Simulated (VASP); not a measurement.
Output of a VASP run:

File OSZICAR:
```
       N       E                     dE             d eps       ncg     rms          rms(c)
DAV:   1     0.609393640498E+03    0.60939E+03   -0.27941E+04  3460   0.176E+03
DAV:   2     0.589975043698E+02   -0.55040E+03   -0.53942E+03  3628   0.474E+02
DAV:   3    -0.305028119990E+02   -0.89500E+02   -0.87396E+02  4006   0.185E+02
DAV:   4    -0.357718828891E+02   -0.52691E+01   -0.52316E+01  4281   0.442E+01
DAV:   5    -0.359826871470E+02   -0.21080E+00   -0.21055E+00  5471   0.896E+00    0.773E+00
DAV:   6    -0.351165836495E+02    0.86610E+00   -0.17318E+00  4637   0.154E+01    0.416E+00
DAV:   7    -0.350092280397E+02    0.10736E+00   -0.82262E-01  4820   0.478E+00    0.122E+00
DAV:   8    -0.350024533111E+02    0.67747E-02   -0.13400E-01  4397   0.380E+00    0.490E-01
DAV:   9    -0.350019239127E+02    0.52940E-03   -0.16997E-02  4613   0.182E+00    0.260E-01
DAV:  10    -0.350021900484E+02   -0.26614E-03   -0.26598E-03  4941   0.469E-01    0.163E-01
DAV:  11    -0.350022960955E+02   -0.10605E-03   -0.54162E-04  4886   0.148E-01    0.114E-01
DAV:  12    -0.350022799425E+02    0.16153E-04   -0.12272E-04  3827   0.960E-02    0.316E-02
DAV:  13    -0.350022842274E+02   -0.42849E-05   -0.35440E-05  4656   0.226E-02    0.114E-02
DAV:  14    -0.350022835284E+02    0.69901E-06   -0.11445E-05  4569   0.180E-02    0.519E-03
DAV:  15    -0.350022833385E+02    0.18998E-06   -0.88143E-07  3474   0.560E-03    0.204E-03
DAV:  16    -0.350022833063E+02    0.32121E-07   -0.16765E-07  2461   0.330E-03
   1 F= -.35002283E+02 E0= -.35002283E+02  d E =0.000000E+00
```

**OUTCAR**
```
------------------------ aborting loop because EDIFF is reached ----------------------------------------
  FORCE on cell =-STRESS in cart. coord.  units (eV):
  Direction    XX          YY          ZZ          XY          YZ          ZX
  --------------------------------------------------------------------------------------
  Total       -0.0362574     -0.0362574     -0.0926340      0.0000000     -0.0000000      0.0000000
  in kB       -0.2862606     -0.2862606     -0.7313669      0.0000000     -0.0000000      0.0000000
  external PRESSURE =      -0.4346294 kB  Pullay stress =       0.0000000 kB
  volume of cell :      202.93
      direct lattice vectors                 reciprocal lattice vectors
     5.858514465  0.000000000  0.000000000     0.170691735  0.000000000  0.000000000
     0.000000000  5.858514465  0.000000000     0.000000000  0.170691735  0.000000000
     0.000000000  0.000000000  5.912495467     0.000000000  0.000000000  0.169133322
 POSITION                                       TOTAL-FORCE (eV/Angst)
 -----------------------------------------------------------------------------------
      0.00000      0.00000      0.00000         0.000000      0.000000     -0.000000
      2.92926      2.92926      0.00000        -0.000000     -0.000000     -0.000000
      1.46463      1.46463      1.59545        -0.000000      0.000000     -0.008077
      4.39389      4.39389      1.59545        -0.000000     -0.000000     -0.008077
      4.39389      1.46463      4.31704        -0.000000      0.000000      0.008077
      1.46463      4.39389      4.31704         0.000000     -0.000000      0.008077
      2.92926      0.00000      2.95625         0.000000     -0.000000     -0.000000
      0.00000      2.92926      2.95625         0.000000     -0.000000      0.000000
 -----------------------------------------------------------------------------------
    total drift:                               -0.000000     -0.000000     -0.000000
  FREE ENERGIE OF THE ION-ELECTRON SYSTEM (eV)
  ---------------------------------------------------
  free  energy   TOTEN  =       -35.0022833063 eV

  energy  without entropy=      -35.0022833063  energy(sigma->0) =      -35.00228331

 total charge

# of ion       s       p       d       tot
------------------------------------------
    1        0.851   0.755   9.887  11.493
    2        0.851   0.755   9.887  11.493
    3        1.221   1.563   0.026   2.809
    4        1.221   1.563   0.026   2.809
    5        1.221   1.563   0.026   2.809
    6        1.221   1.563   0.026   2.809
    7        0.885   0.752   9.990  11.627
    8        0.885   0.752   9.990  11.627
--------------------------------------------------
tot          8.355   9.265  39.857  57.477

 Electric field gradients after diagonalization (V/A^2)
 (convention: |V_zz| > |V_xx| > |V_yy|)
----------------------------------------------------------------------
 ion       V_xx      V_yy      V_zz     asymmetry (V_yy - V_xx)/ V_zz
----------------------------------------------------------------------
   1      12.319    12.319   -24.637       0.000
   2      12.319    12.319   -24.637       0.000
   3      23.051     4.208   -27.259       0.691
   4      23.051     4.208   -27.259       0.691
   5      23.051     4.208   -27.259       0.691
   6      23.051     4.208   -27.259       0.691
   7      -5.402    -5.402    10.804       0.000
   8      -5.402    -5.402    10.804       0.000
```
(Selected blocks of OUTCAR.)

POSCAR:
```
Ga2In2As4
1
    5.8585144649     0.0000000000     0.0000000000
    0.0000000000     5.8585144649     0.0000000000
    0.0000000000    -0.0000000000     5.9124954668
In As Ga
2 4 2
Direct
  0.0000000000   0.0000000000   0.0000000000
  0.5000000000   0.5000000000   0.0000000000
  0.2500000000   0.2500000000   0.2698444422
  0.7500000000   0.7500000000   0.2698444422
  0.7500000000   0.2500000000   0.7301555578
  0.2500000000   0.7500000000   0.7301555578
  0.5000000000   0.0000000000   0.5000000000
  0.0000000000   0.5000000000   0.5000000000
```

Problem. Reconstruct the remaining input files.

Solution. Several could match; the one computed here: the input of the run itself, PBEsol GGA, plane waves, VASP's PBE PAW potentials (set 64).

INCAR:
```
# general
SYSTEM  = Ga2In2As4
PREC    = Accurate
ENCUT   = 400
LREAL   = .FALSE.
LASPH   = .TRUE.

# electronic loop
EDIFF   = 1E-7
NELM    = 100
ALGO    = Normal
LMAXMIX = 4

# smearing
ISMEAR  = -5

# functional
GGA     = PS

# ions
ISIF    = 2

# output
LWAVE   = .FALSE.
LCHARG  = .TRUE.
LORBIT  = 11
NEDOS   = 601

# other
LEFG    = .TRUE.
```

KPOINTS:
```
Automatic mesh
0
Gamma
6 6 6
0 0 0
```

POTCAR, in this order: In_d As Ga_d (PBE.64 set). Program: vasp_std.

For a metal the tetrahedron method with Blöchl corrections gives inexact stress and forces.

The structure was generated: Ga2In2As4 was put into an ordered model structure (P-4m2), which need not be its known phase. It was relaxed first.
